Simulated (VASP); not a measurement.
Here is the system:

```yaml
crystal:
  lattice:
    - [0.00000, 3.03482, 3.03482]
    - [3.03482, 0.00000, 3.03482]
    - [3.03482, 3.03482, 0.00000]
  atoms:
    - { symbol: Ga, position: [0.00000, 0.00000, 0.00000] }
    - { symbol: Sb, position: [0.25000, 0.25000, 0.25000] }
```

The numbers are results of AM05 GGA, VASP's PBE PAW potentials (set 64) (plane waves; VASP), not measurements. Settings: 520 eV cut-off, 10×10×10 Γ-centred mesh, first-order Methfessel-Paxton smearing of 0.10 eV, potentials Ga_d Sb.

Unless said otherwise, spin-orbit coupling is left out, though it shifts the bands of the heavy elements here.

Q: Estimate the energy per atom (σ→0), pressure, band gap (on the k-mesh) with the smallest direct gap where there is one.

A: 
* **band gap (on the k-mesh)**: 0.19 eV
* **smallest direct gap (on the k-mesh)**: 0.19 eV
* **energy per atom (σ→0)**: -3.819 eV/atom
* **pressure**: 1.52 GPa

Total energies compare only between runs with the same potentials, cut-off and functional.

The compound is GaSb in the zinc blende structure. This cell is one point of a volume scan, at 0.97 of the reference volume.
